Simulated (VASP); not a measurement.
Computed with PBEsol GGA, VASP's PBE PAW potentials (set 64) (plane waves; VASP 6.6.1).

VASP ran on this input.

### INCAR
```
ALGO=Normal   ! blocked Davidson
ISIF=2
EDIFF=1E-6   ! SCF stop (eV)
SIGMA=0.01   ! width (eV)
LREAL=.False.   ! projection in real space or not
ISMEAR=0   ! Gaussian
ENCUT=400   ! plane-wave cut-off (eV)
LWAVE=.False.
NELM=100   ! most electronic steps
SYSTEM=AlN
LCHARG=.False.
LASPH=.True.   ! aspherical one-centre terms
GGA=PS
PREC=Accurate
```

**KPOINTS**
```
Automatic mesh
0
Gamma
9 9 9
0 0 0
```

File POSCAR:
```
AlN
1
    0.0000000000     2.1746040000     2.1746040000
    2.1746040000     0.0000000000     2.1746040000
    2.1746040000     2.1746040000     0.0000000000
Al N
1 1
Direct
  0.0000000000   0.0000000000   0.0000000000
  0.7500000000   0.7500000000   0.7500000000
```

POTCAR, in this order: Al N (PBE.64 set). Program: vasp_std.

**Question.** Estimate the energy per atom (σ→0).

**Answer.** 
```json
{
  "energy per atom (σ→0)": "-7.802 eV/atom"
}
```

OSZICAR:
```
...
DAV:   5    -0.178392183843E+02   -0.16730E-05   -0.16730E-05   696   0.309E-02    0.830E+00
DAV:   6    -0.156533046597E+02    0.21859E+01   -0.12163E+01   560   0.216E+01    0.304E+00
DAV:   7    -0.156216513864E+02    0.31653E-01   -0.89294E-02   608   0.301E+00    0.205E+00
DAV:   8    -0.156043528508E+02    0.17299E-01   -0.17734E-02   640   0.168E+00    0.391E-01
DAV:   9    -0.156041824707E+02    0.17038E-03   -0.51978E-04   816   0.186E-01    0.212E-01
DAV:  10    -0.156042306278E+02   -0.48157E-04   -0.78675E-05   600   0.812E-02    0.437E-02
DAV:  11    -0.156042301733E+02    0.45448E-06   -0.79974E-07   656   0.901E-03
   1 F= -.15604230E+02 E0= -.15604230E+02  d E =-.383375E-57
```

The structure comes from a computed database's AlN entry; how it stands against other phases isn't given here. The cell was not relaxed at this level. The run is one of a series of settings (GGA = PS against the base run), some of them coarse on purpose.
